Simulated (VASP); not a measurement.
Given:

```xyz
2
Lattice="0.0000 1.7709 1.7709 1.7709 0.0000 1.7709 1.7709 1.7709 0.0000" Properties=species:S:1:pos:R:3 pbc="T T T"
C      0.0000     0.0000     0.0000
C      0.8855     0.8855     0.8855
```

The numbers are results of PBEsol GGA, VASP's PBE PAW potentials (set 64) (plane waves; VASP), not measurements. Numerical set-up: 620 eV cut-off, 13×13×13 Γ-centred mesh, Gaussian smearing of 0.050 eV, potentials C.

### Question
The ions, cell shape and volume at an external pressure of 10.0 GPa are relaxed. Give the cell that the relaxation ends in.

### Answer

```xyz
2
Lattice="0.0000 1.7648 1.7648 1.7648 0.0000 1.7648 1.7648 1.7648 0.0000" Properties=species:S:1:pos:R:3 pbc="T T T"
C      0.0000     0.0000     0.0000
C      0.8824     0.8824     0.8824
```
Space group Fd-3m (227), at a tolerance of 0.03 Å.

### Question
How do energy and volume change from the first to the last step?

### Answer
The energy (σ→0) changes by +2.7 meV/atom and the volume by -1.0 %, in 3 ionic steps.

| step | E(σ→0) (eV) | max force (eV/Å) | pressure (GPa) | volume (Å³) |
|---|---|---|---|---|
| 1 | -19.2533 | 0.000 | 5.01 | 11.11 |
| 2 | -19.2342 | 0.000 | 17.33 | 10.83 |
| 3 | -19.2479 | 0.000 | 9.99 | 10.99 |

The compound is C in the diamond structure. This run relaxes it under an external pressure of 10 GPa. Symmetry was kept, so distortions that lower it aren't found.
